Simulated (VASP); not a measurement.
An input for Quantum ESPRESSO's pw.x (written as the equivalent of a VASP run, and not itself run):

```
&CONTROL
  calculation = 'vc-relax'
  pseudo_dir = './pseudo'
  outdir = './out'
  tprnfor = .true.
  tstress = .true.
  nstep = 60
  forc_conv_thr = 0.00039
/
&SYSTEM
  ibrav = 0
  nat = 2
  ntyp = 1
  ecutwfc = 84
  occupations = 'smearing'
  smearing = 'methfessel-paxton'
  degauss = 0.00735
  input_dft = 'vdw-df2-b86r'
/
&ELECTRONS
  conv_thr = 7.3e-08
  electron_maxstep = 100
/
&IONS
/
&CELL
/
ATOMIC_SPECIES
  Mg 24.305 Mg.upf
CELL_PARAMETERS angstrom
     1.6001749   -2.7715846   -0.0000000
     1.6001749    2.7715846    0.0000000
     0.0000000    0.0000000    5.0967270
ATOMIC_POSITIONS crystal
  Mg   0.3333330  0.6666670  0.2500000
  Mg   0.6666670  0.3333330  0.7500000
K_POINTS automatic
  12 12 7 0 0 0
```

Translate this input to VASP (INCAR, KPOINTS, POSCAR, choice of POTCAR).

Several could match; the one computed here: 
**POSCAR**
```
Mg
1
    1.6001748638    -2.7715846148    -0.0000000000
    1.6001748638     2.7715846148     0.0000000000
    0.0000000000     0.0000000000     5.0967270167
Mg
2
Direct
  0.3333330000   0.6666670000   0.2500000000
  0.6666670000   0.3333330000   0.7500000000
```

### INCAR
```
! general
SYSTEM  =Mg
PREC    =Accurate
ENCUT   =520
LREAL   =F
LASPH   =T

! electronic loop
EDIFF   =1E-6
NELM    =100
ALGO    =Normal

! smearing
ISMEAR  =1
SIGMA   =0.1

! functional
GGA     =MK
LUSE_VDW=T
AGGAC   =0.0
PARAM1  =0.1234568
PARAM2  =0.7114
ZAB_VDW =-1.8867

! ions
IBRION  =2
NSW     =60
ISIF    =3
EDIFFG  =-0.01

! output
LWAVE   =F
LCHARG  =F
```

### KPOINTS
```
Automatic mesh
0
Gamma
12 12 7
0 0 0
```

POTCAR, in this order: Mg (PBE.64 set). Program: vasp_std.

What does not carry over: the potentials are each code's own (VASP's PAW set, PseudoDojo norm-conserving files in pw.x), so ENCUT and ecutwfc are chosen apart and not converted; conv_thr bounds pw.x's estimated SCF error, while EDIFF bounds the energy change between steps; forc_conv_thr acts on force components and is met together with etot_conv_thr.

The compound is Mg in the hcp structure. It was relaxed first. The start is the result of an earlier pass.
